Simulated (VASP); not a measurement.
```yaml
crystal:
  lattice:
    - [0.00000, 2.53266, 2.53266]
    - [2.53266, 0.00000, 2.53266]
    - [10.12233, 10.12233, 0.00829]
  atoms:
    - { symbol: Be, position: [0.01099, 0.01099, 0.99176] }
    - { symbol: Be, position: [0.00326, 0.00326, 0.24756] }
    - { symbol: Be, position: [0.99680, 0.99680, 0.50240] }
    - { symbol: Be, position: [0.98893, 0.98893, 0.75830] }
    - { symbol: Se, position: [0.25647, 0.25647, 0.05765] }
    - { symbol: Se, position: [0.25017, 0.25017, 0.31237] }
    - { symbol: Se, position: [0.24341, 0.24341, 0.56744] }
    - { symbol: S, position: [0.24997, 0.24997, 0.81252] }
```

The numbers are results of PBEsol GGA, VASP's PBE PAW potentials (set 64) (plane waves; VASP), not measurements. Settings: 400 eV cut-off, Gaussian smearing of 0.050 eV, potentials Be Se S.

What does the run give for the band gap (along the path) with the smallest direct gap where there is one?

The band gap (along the path) is 2.39 eV. The smallest direct gap (along the path) is 3.56 eV.

Only differences to runs with the same potentials and settings are physical.

The structure was generated: Be4SSe3 was put into an ordered model structure (R3m), which need not be its known phase. It was relaxed first.
